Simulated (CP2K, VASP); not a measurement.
VASP input:

### INCAR
```
! general
SYSTEM  = Sr2H3I
PREC    = Accurate
ENCUT   = 300
LREAL   = .False.
LASPH   = .True.

! electronic loop
EDIFF   = 1E-6
NELM    = 100
ALGO    = Normal
LMAXMIX = 4

! smearing
ISMEAR  = -1
SIGMA   = 0.02

! functional
GGA     = PS

! ions
ISIF    = 2

! output
LWAVE   = .False.
LCHARG  = .False.
```

File POSCAR:
```
Sr2H3I
15.36550
  0.2761205298   0.0000000000   0.0000000000
 -0.1380602649   0.2391273958   0.0000000000
  0.0000000000   0.0000000000   0.5000000000
Sr H I
2 3 1
direct
  0.6666670000   0.3333330000   0.6786600000
  0.3333330000   0.6666670000   0.3213400000
  0.0000000000   0.0000000000   0.5000000000
  0.6666670000   0.3333330000   0.3572500000
  0.3333330000   0.6666670000   0.6427500000
  0.0000000000   0.0000000000   0.0000000000
```

**KPOINTS**
```
Automatic mesh
0
Gamma
1 1 1
0 0 0
```

POTCAR, in this order: Sr_sv H I (PBE.64 set). Program: vasp_std.

Q: Write an input for CP2K that does the same calculation.

A: One input that does it (PBEsol, GPW, DZVP-MOLOPT-SR-GTH basis, GTH-PBE potentials (GTH_POTENTIALS)):
```
&GLOBAL
  PROJECT scf
  RUN_TYPE ENERGY_FORCE
  PRINT_LEVEL LOW
&END GLOBAL
&FORCE_EVAL
  METHOD Quickstep
  STRESS_TENSOR ANALYTICAL
  &DFT
    BASIS_SET_FILE_NAME BASIS_MOLOPT
    POTENTIAL_FILE_NAME GTH_POTENTIALS
    &QS
      METHOD GPW
      EPS_DEFAULT 1E-11
    &END QS
    &MGRID
      CUTOFF 500
      REL_CUTOFF 50
      NGRIDS 5
    &END MGRID
    &SCF
      SCF_GUESS ATOMIC
      EPS_SCF 1E-7
      MAX_SCF 100
      ADDED_MOS 6
      &DIAGONALIZATION
        ALGORITHM STANDARD
      &END DIAGONALIZATION
      &MIXING
        METHOD BROYDEN_MIXING
        ALPHA 0.2
        NBUFFER 12
        BETA 1
      &END MIXING
      &SMEAR ON
        METHOD FERMI_DIRAC
        ELECTRONIC_TEMPERATURE [K] 232.09
      &END SMEAR
    &END SCF
    &XC
      &XC_FUNCTIONAL
        &PBE
          PARAMETRIZATION PBESOL
        &END PBE
      &END XC_FUNCTIONAL
    &END XC
    &PRINT
      &MO
        EIGENVALUES T
        OCCUPATION_NUMBERS T
        NDIGITS 8
        FILENAME mo
        &EACH
          QS_SCF 0
        &END EACH
        ADD_LAST NUMERIC
      &END MO
      &MULLIKEN OFF
      &END MULLIKEN
    &END PRINT
  &END DFT
  &SUBSYS
    &CELL
      A 4.24273000 0.00000000 0.00000000
      B -2.12136500 3.67431200 0.00000000
      C 0.00000000 0.00000000 7.68275000
      PERIODIC XYZ
    &END CELL
    &COORD
      SCALED
      Sr       0.66666700     0.33333300     0.67866000
      Sr       0.33333300     0.66666700     0.32134000
      H        0.00000000     0.00000000     0.50000000
      H        0.66666700     0.33333300     0.35725000
      H        0.33333300     0.66666700     0.64275000
      I        0.00000000     0.00000000     0.00000000
    &END COORD
    &KIND Sr
      BASIS_SET DZVP-MOLOPT-SR-GTH-q10
      POTENTIAL GTH-PBE-q10
    &END KIND
    &KIND H
      BASIS_SET DZVP-MOLOPT-SR-GTH-q1
      POTENTIAL GTH-PBE-q1
    &END KIND
    &KIND I
      BASIS_SET DZVP-MOLOPT-SR-GTH-q7
      POTENTIAL GTH-PBE-q7
    &END KIND
  &END SUBSYS
  &PRINT
    &FORCES ON
    &END FORCES
    &STRESS_TENSOR ON
    &END STRESS_TENSOR
  &END PRINT
&END FORCE_EVAL
```
Both are inputs of real runs that ended normally. What can't carry over is the choice of potentials or basis and its cut-off, and each code's defaults.

The structure comes from a computed database's Sr2H3I entry; how it stands against other phases isn't given here. The cell was not relaxed at this level, and it may have been scaled.
